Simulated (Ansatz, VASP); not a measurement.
One calculation of KPt, two programs

```
Pt K
1.0
     3.02072    0.00000    0.00000
    -1.51036    2.61602    0.00000
     0.00000    0.00000    5.38098
Pt K
1 1
Cartesian
  1.5104 0.8720 0.0000
  0.0000 0.0000 2.6905
```

Change from the starting cell: volume scaled by 1.02.

Alike in both runs: task single point; functional PBE; k mesh 10 × 10 × 5; occupations fermi-dirac, width 0.05 eV; no spin polarisation.

|  | VASP | Ansatz |
| --- | --- | --- |
| version | VASP 6.6.1 | Ansatz 0.2.0 |
| potentials or method | VASP PAW PBE potentials, release 64 (Pt, K_sv) | Ansatz PAW |
| plane-wave cutoff (eV) | 520 | 420 |
| valence electrons in the cell | 19 | 27 |

|  | VASP | Ansatz | Ansatz less VASP |
| --- | --- | --- | --- |
| gap on the k mesh at the Fermi level (eV) | none | none | - |
| pressure (GPa) | -0.7 | -0.8 | -0.15 |
| largest component of the traceless stress (GPa) | 0.36 | 0.34 | -0.020 |

A gap of «none» marks a metal or a gap that the smearing closes. With one functional, cell and mesh, what is left measures potentials, basis and numerics. The two sets of potentials don't hold the same shells in valence.

The runs have no spin-orbit coupling, so splittings on Pt are missing.
